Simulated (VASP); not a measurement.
Here is the system:

```
BeS
1.0
    0.00000     2.36343     2.36343
    2.36343     0.00000     2.36343
    2.36343     2.36343     0.00000
Be S
1 1
Cartesian
  2.36343   0.00000   2.36343
  1.18172   1.18172   1.18172
```

All values below come from HSE06 screened hybrid, VASP's PBE PAW potentials (set 64) (plane waves; VASP 6.6.1). Settings: 520 eV cut-off, 8×8×8 Γ-centred mesh, Gaussian smearing of 0.050 eV, potentials Be S.

Question: Estimate the energy per atom (σ→0), pressure, band gap (on the k-mesh) with the smallest direct gap where there is one.

Answer: 
The band gap (on the k-mesh) is 3.87 eV, the smallest direct gap (on the k-mesh) comes out as 6.84 eV and the energy per atom (σ→0) comes out as -5.678 eV/atom. The pressure comes out as 8.84 GPa.

Total energies compare only between runs with the same potentials, cut-off and functional.

The compound is BeS in the zinc blende structure. This cell is one point of a volume scan, at 0.91 of the reference volume. The cell's shape comes from a PBE relaxation.
